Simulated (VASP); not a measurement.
VASP runs on RuS (a trial cell in the CsCl structure, space group Pm-3m) share one base input (PBE GGA, plane waves, VASP's PBE PAW potentials (set 64)) and change the settings named in each case.

### INCAR
```
SYSTEM = RuS
PREC = Accurate; ENCUT = 400; LREAL = .FALSE.
LASPH = .TRUE.
EDIFF = 1E-6; NELM = 100; ALGO = Normal
LMAXMIX = 4
ISMEAR = 0; SIGMA = 0.05
GGA = PE
ISIF = 2
LWAVE = .FALSE.; LCHARG = .FALSE.
```

**KPOINTS**
```
Automatic mesh
0
Gamma
9 9 9
0 0 0
```

POSCAR:
```
RuS
1
    2.7970250000     0.0000000000     0.0000000000
    0.0000000000     2.7970250000     0.0000000000
    0.0000000000     0.0000000000     2.7970250000
Ru S
1 1
Direct
  0.0000000000   0.0000000000   0.0000000000
  0.5000000000   0.5000000000   0.5000000000
```

POTCAR, in this order: Ru_pv S (PBE.64 set). Program: vasp_std.

```tsv
change	E(σ→0) (eV/atom)	pressure (GPa)	−TS (eV)
base run	-6.0631	61.98	-0.0022
SIGMA = 0.3	-6.0632	62.91	-0.0746
SIGMA = 0.5	-6.0641	63.58	-0.2030
SIGMA = 0.02	-6.0630	62.00	-0.0005
ISMEAR = 2, SIGMA = 0.01	-6.0629	62.13	-0.0001
ISMEAR = 1, SIGMA = 0.01	-6.0629	62.09	-0.0001
ISMEAR = -1, SIGMA = 0.01	-6.0630	62.00	-0.0007
ISMEAR = -5, SIGMA removed	-6.0645	61.98	0.0000
ISMEAR = -4, SIGMA removed	-6.0357	62.20	0.0000
```

Left out are runs that ran out of time, are held back, or changed the cell or the kind of run, fixed moments of cells without a moment, rows past the twelfth, gaps on odd meshes, pressures of charged cells and columns that move by less than the noise.

The structure was generated: RuS was put into the CsCl type (Pm-3m), which need not be its known phase. The cell was not relaxed at this level.
